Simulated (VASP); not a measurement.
Crystal: AlNi3.

```
Al Ni
1.0
     3.52305    0.00000    0.00000
     0.00000    3.52305    0.00000
     0.00000    0.00000    3.52305
Al Ni
1 3
Direct
  0.00000 0.00000 0.00000
  0.00000 0.50000 0.50000
  0.50000 0.00000 0.50000
  0.50000 0.50000 0.00000
```

The cell is a database's computed one.

| Item | Value |
| --- | --- |
| Program | VASP 6.6.1 |
| Task | relaxation of cell and atoms |
| Functional | PBE |
| Potentials or basis | VASP PAW PBE potentials, release 64 (Al, Ni) |
| Cutoff | 600 eV |
| k mesh | 6 × 6 × 6 |
| Occupations | gaussian, width 0.1 eV |
| Spin | collinear spin, typed start |
| Starting moments | [0.0, 0.3, 0.3, 0.3] μB |

At the start: pressure 7.3 GPa; volume 10.93 Å³/atom.

Task: Where does the relaxation end?

Result: Over 3 steps the energy falls by 9.0 meV/atom and the volume is 11.35 Å³/atom (+3.8 %); space group Pm-3m (No. 221, to 0.05 Å); moment 0.73 μB per cell.

The path:
```tsv
step	energy change (eV)	largest force (eV/Å)	pressure (GPa)	volume (Å³)
1	0.0000	0.0000	7.26	43.73
2	-0.0078	0.0000	-5.60	46.94
3	-0.0360	0.0000	-0.01	45.38
```

Final structure:
```cif
data_structure
_symmetry_space_group_name_H-M 'P 1'
_symmetry_Int_Tables_number 1
_cell_length_a 3.5670
_cell_length_b 3.5670
_cell_length_c 3.5670
_cell_angle_alpha 90.000
_cell_angle_beta 90.000
_cell_angle_gamma 90.000
_cell_volume 45.38
loop_
_atom_site_label
_atom_site_type_symbol
_atom_site_fract_x
_atom_site_fract_y
_atom_site_fract_z
_atom_site_occupancy
Al1 Al 0.00000 0.00000 0.00000 1
Ni1 Ni 0.00000 0.50000 0.50000 1
Ni2 Ni 0.50000 0.00000 0.50000 1
Ni3 Ni 0.50000 0.50000 0.00000 1
```
